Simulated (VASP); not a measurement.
Input:

```xyz
5
Lattice="4.0965 0.0000 0.0000 0.0000 4.0965 0.0000 0.0000 0.0000 4.0965" Properties=species:S:1:pos:R:3 pbc="T T T"
Sr     2.0482     2.0482     2.0482
Hf     0.0000     0.0000     0.0000
O      0.0000     2.0482     0.0000
O      2.0482     0.0000     0.0000
O      0.0000     0.0000     2.0482
```

Level of theory: PBEsol GGA, VASP's PBE PAW potentials (set 64) (plane waves; VASP 6.6.1). Run with 520 eV cut-off, 5×5×5 Γ-centred mesh, Gaussian smearing of 0.050 eV, potentials Sr_sv Hf_pv O.

Q: Estimate the energy per atom (σ→0).

A: 
| Quantity | Result |
|---|---|
| energy per atom (σ→0) | -870.7 kJ/mol-atom |

Total energies compare only between runs with the same potentials, cut-off and functional.

The structure comes from a computed database's SrHfO3 entry (Pm-3m); how it stands against other phases isn't given here. It was relaxed first. The start is the result of an earlier pass.
